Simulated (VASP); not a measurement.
Given:

```
CELL_PARAMETERS angstrom
      0.00000     2.17528     2.17528
      2.17528     0.00000     2.17528
      2.17528     2.17528     0.00000
ATOMIC_POSITIONS crystal
  Ta 0.50000 0.50000 0.50000
  N  0.00000 0.00000 0.00000
```

Level of theory: PBE GGA, VASP's PBE PAW potentials (set 64) (plane waves; VASP). Numerical set-up: 400 eV cut-off, 13×13×13 Γ-centred mesh, Gaussian smearing of 0.20 eV, potentials Ta_pv N.

At this cut-off the stress carries a Pulay error, which pulls relaxed volumes low. Energy and stress use the plane-wave basis of the starting cell.

The ions, cell shape and volume are relaxed. Which structure does the run end with?

```
CELL_PARAMETERS angstrom
      0.00000     2.20115     2.20115
      2.20115     0.00000     2.20115
      2.20115     2.20115     0.00000
ATOMIC_POSITIONS crystal
  Ta 0.50000 0.50000 0.50000
  N  0.00000 0.00000 0.00000
```
Space group Fm-3m (225), at a tolerance of 0.03 Å.

How do energy and volume change from the first to the last step?

The energy (σ→0) changes by -15.5 meV/atom and the volume by +3.6 %, in 4 ionic steps.

| step | E(σ→0) (eV) | max force (eV/Å) | pressure (GPa) | volume (Å³) |
|---|---|---|---|---|
| 1 | -21.7791 | 0.000 | 14.01 | 20.59 |
| 2 | -21.6136 | 0.000 | -28.12 | 23.39 |
| 3 | -21.8101 | 0.000 | -0.45 | 21.35 |
| 4 | -21.8101 | 0.000 | -0.05 | 21.33 |

The structure comes from a computed database's TaN entry; how it stands against other phases isn't given here. This run relaxes it. Symmetry was kept, so distortions that lower it aren't found. The run is one of a series of settings (EDIFFG = -0.01, IBRION = 2, ISIF = 3, NSW = 50 against the base run), some of them coarse on purpose. VASP warned that the highest band is occupied, so more bands are needed.
